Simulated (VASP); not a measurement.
Output of a VASP run:

**OSZICAR**
```
       N       E                     dE             d eps       ncg     rms          rms(c)
DAV:   1     0.274417856359E+03    0.27442E+03   -0.14011E+04   888   0.204E+03
DAV:   2     0.828359675517E+01   -0.26613E+03   -0.26167E+03  1024   0.367E+02
DAV:   3    -0.504142421982E+02   -0.58698E+02   -0.57505E+02  1440   0.166E+02
DAV:   4    -0.583581193500E+02   -0.79439E+01   -0.73225E+01  1560   0.614E+01
DAV:   5    -0.588291837782E+02   -0.47106E+00   -0.45406E+00  1384   0.149E+01    0.347E+01
DAV:   6    -0.894626578685E+02   -0.30633E+02   -0.67717E+02  1328   0.346E+02    0.905E+01
DAV:   7    -0.565665492165E+02    0.32896E+02   -0.12909E+02  1208   0.204E+02    0.234E+01
DAV:   8    -0.462368324184E+02    0.10330E+02   -0.40903E+01  1248   0.973E+01    0.779E+00
DAV:   9    -0.467857119853E+02   -0.54888E+00   -0.16647E+01  1664   0.357E+01    0.497E+00
DAV:  10    -0.466245566613E+02    0.16116E+00   -0.15189E+00  1536   0.145E+01    0.189E+00
DAV:  11    -0.466220886902E+02    0.24680E-02   -0.91622E-02  1432   0.181E+00    0.103E+00
DAV:  12    -0.466218361660E+02    0.25252E-03   -0.20516E-02  1584   0.158E+00    0.635E-01
DAV:  13    -0.466210804066E+02    0.75576E-03   -0.57781E-03  1416   0.982E-01    0.219E-01
DAV:  14    -0.466211024026E+02   -0.21996E-04   -0.63161E-04  1544   0.224E-01    0.113E-01
DAV:  15    -0.466210993852E+02    0.30174E-05   -0.27174E-05  1408   0.368E-02    0.623E-02
DAV:  16    -0.466210992553E+02    0.12983E-06   -0.55551E-06  1184   0.261E-02
   1 F= -.46621099E+02 E0= -.46586503E+02  d E =-.691916E-01
```

OUTCAR:
```
------------------------ aborting loop because EDIFF is reached ----------------------------------------
  FORCE on cell =-STRESS in cart. coord.  units (eV):
  Direction    XX          YY          ZZ          XY          YZ          ZX
  --------------------------------------------------------------------------------------
  Total       -3.9741793     -3.9741793     -4.1116781      0.0000000     -0.0000000      0.0000000
  in kB      -90.8509747    -90.8509747    -93.9942399      0.0000000     -0.0000000      0.0000000
  external PRESSURE =     -91.8987298 kB  Pullay stress =       0.0000000 kB
  volume of cell :       70.09
      direct lattice vectors                 reciprocal lattice vectors
    -1.889205000  1.889205000  4.909195000     0.000000000  0.264661590  0.101849692
     1.889205000 -1.889205000  4.909195000     0.264661590  0.000000000  0.101849692
     1.889205000  1.889205000 -4.909195000     0.264661590  0.264661590  0.000000000
 POSITION                                       TOTAL-FORCE (eV/Angst)
 -----------------------------------------------------------------------------------
      0.00000      0.00000      0.00000        -0.000000     -0.000000      0.000000
      0.00000      1.88921      2.45460        -0.000000     -0.000000      0.000000
      1.88921      0.00000      2.45460        -0.000000     -0.000000      0.000000
      0.00000      0.00000      3.41808        -0.000000     -0.000000     -0.161156
      0.00000      0.00000      6.40031         0.000000      0.000000      0.161156
      0.00000      0.00000      4.90920        -0.000000     -0.000000      0.000000
 -----------------------------------------------------------------------------------
    total drift:                               -0.000000      0.000000     -0.000000
  FREE ENERGIE OF THE ION-ELECTRON SYSTEM (eV)
  ---------------------------------------------------
  free  energy   TOTEN  =       -46.6210992553 eV

  energy  without entropy=      -46.5519076974  energy(sigma->0) =      -46.58650348
```
(Selected blocks of OUTCAR.)

File POSCAR:
```
LaNi2B2C
1
   -1.8892050000     1.8892050000     4.9091950000
    1.8892050000    -1.8892050000     4.9091950000
    1.8892050000     1.8892050000    -4.9091950000
La Ni B C
1 2 2 1
Direct
  0.0000000000   0.0000000000   0.0000000000
  0.7500000000   0.2500000000   0.5000000000
  0.2500000000   0.7500000000   0.5000000000
  0.3481300000   0.3481300000   0.0000000000
  0.6518700000   0.6518700000   0.0000000000
  0.5000000000   0.5000000000   0.0000000000
```

**Question.** Reconstruct the remaining input files.

**Answer.** Several could match; the one computed here: the input of the run itself, LDA (Ceperley-Alder, Perdew-Zunger), plane waves, VASP's LDA PAW potentials (set 64).

### KPOINTS
```
Automatic
0
Gamma
5 5 5
0 0 0
```

INCAR:
```
ALGO = Normal
EDIFF = 1E-6
ENCUT = 400
ISIF = 2
ISMEAR = -1
LASPH = .TRUE.
LCHARG = .FALSE.
LMAXMIX = 6
LREAL = .FALSE.
LWAVE = .FALSE.
NELM = 100
PREC = Accurate
SIGMA = 0.1
SYSTEM = LaNi2B2C
```

POTCAR, in this order: La Ni B C (LDA.64 set). Program: vasp_std.

At this cut-off the stress carries a Pulay error, which pulls relaxed volumes low.

The structure comes from a computed database's LaNi2B2C entry (I4/mmm); how it stands against other phases isn't given here. The cell was not relaxed at this level. The k-mesh is coarse (spacing up to 0.47 per Å, 2π included), so the numbers may not be converged in it. The run is one of a series of settings (KPOINTS 5×5×5 Γ-centred mesh against the base run), some of them coarse on purpose. The run is not spin-polarised, so no magnetic state was tried. The electron count is odd and the run is not spin-polarised, which forces a metal.
